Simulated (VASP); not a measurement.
All values below come from PBE GGA, VASP's PBE PAW potentials (set 64) (plane waves; VASP 6.6.1).

The input files of a VASP run:

File KPOINTS:
```
Automatic mesh
0
Gamma
4 4 4
0 0 0
```

File POSCAR:
```
InP
4.2053380
  0.0000000000   0.7071067771   0.7071067771
  0.7071067771   0.0000000000   0.7071067771
  0.7071067771   0.7071067771   0.0000000000
In P
1 1
Cart
  0.0000000000   0.0000000000   0.0000000000
  0.3535533886   0.3535533886   0.3535533886
```

**INCAR**
```
SYSTEM = InP
PREC = Normal
ENCUT = 500
EDIFF = 1E-8
NELM = 1
ALGO = Exact
LREAL = .FALSE.
LASPH = .TRUE.
ISMEAR = 0
SIGMA = 0.01
GGA = PE
LWAVE = .TRUE.
LCHARG = .FALSE.
NBANDS = 160
LOPTICS = .TRUE.
```

POTCAR, in this order: In_d_GW P_GW (PBE.64 set). Program: vasp_std. Read from the step before: WAVECAR.

Output of the run:

### OSZICAR
```
       N       E                     dE             d eps       ncg     rms          rms(c)
DIA:   1    -0.830692407883E+01   -0.83069E+01    0.00000E+00     0   0.000E+00
   1 F= -.83069241E+01 E0= -.83069241E+01  d E =-.640912-132
 imaginary and real dielectric function
```

OUTCAR:
```


 plasma frequency squared (from intraband transitions) (eV^2)
  --------------------------------------------------------------------------------------
       0.000       0.000       0.000
       0.000       0.000       0.000
       0.000       0.000       0.000

 plasma frequency squared (from interband transitions, int dw w eps(2)(w)) (eV^2)
  --------------------------------------------------------------------------------------
     600.595       0.000      -0.000      -0.000       0.000       0.000
      -0.000       0.000     600.595       0.000      -0.000      -0.000
       0.000      -0.000      -0.000       0.000     600.595       0.000
```
(Selected blocks of OUTCAR.)

**OUTCAR**
```
 val. band max:        3.5460838417   @ k =   0.0000   0.0000   0.0000

 cond. band min:       4.0013657048   @ k =   0.0000   0.0000   0.0000



 k-point     1 :       0.0000    0.0000    0.0000
  band No.  band energies     occupation
      1     -10.6247      2.00000
      2     -10.6247      2.00000
      3     -10.6247      2.00000
      4     -10.4960      2.00000
      5     -10.4960      2.00000
      6      -7.6860      2.00000
      7       3.5461      2.00000
      8       3.5461      2.00000
      9       3.5461      2.00000
     10       4.0014      0.00000
     11       7.6019      0.00000
     12       7.6019      0.00000
     13       7.6019      0.00000
     14      11.9116      0.00000
     15      12.8696      0.00000
     16      12.8696      0.00000
     17      14.6132      0.00000
     18      14.6132      0.00000
     19      14.6132      0.00000
     20      17.2582      0.00000
     21      24.6943      0.00000
     22      24.6943      0.00000
     23      24.6943      0.00000
     24      26.9148      0.00000
     25      26.9148      0.00000
     26      26.9148      0.00000
     27      27.0426      0.00000
     28      27.0426      0.00000
     29      27.0426      0.00000
     30      27.7072      0.00000
     31      27.7072      0.00000
     32      35.2112      0.00000
     33      35.9290      0.00000
     34      35.9290      0.00000
     35      35.9290      0.00000
     36      36.2234      0.00000
     37      36.6651      0.00000
     38      36.6651      0.00000
     39      40.0566      0.00000
     40      40.0566      0.00000
     41      40.0566      0.00000
     42      40.1478      0.00000
     43      40.1478      0.00000
     44      40.1478      0.00000
     45      41.0235      0.00000
     46      41.0235      0.00000
     47      41.0235      0.00000
     48      42.6997      0.00000
     49      42.6997      0.00000
     50      42.6997      0.00000
     51      43.0697      0.00000
     52      43.0697      0.00000
...
```

The density is held fixed in this step, so its total energy and stress have no physical meaning. Unless said otherwise, spin-orbit coupling is left out, though it shifts the bands of the heavy elements here.

The compound is InP in the zinc blende structure. This cell is one point of a volume scan, at 1.04 of the reference volume. The k-mesh is coarse (spacing up to 0.46 per Å, 2π included), so the numbers may not be converged in it.
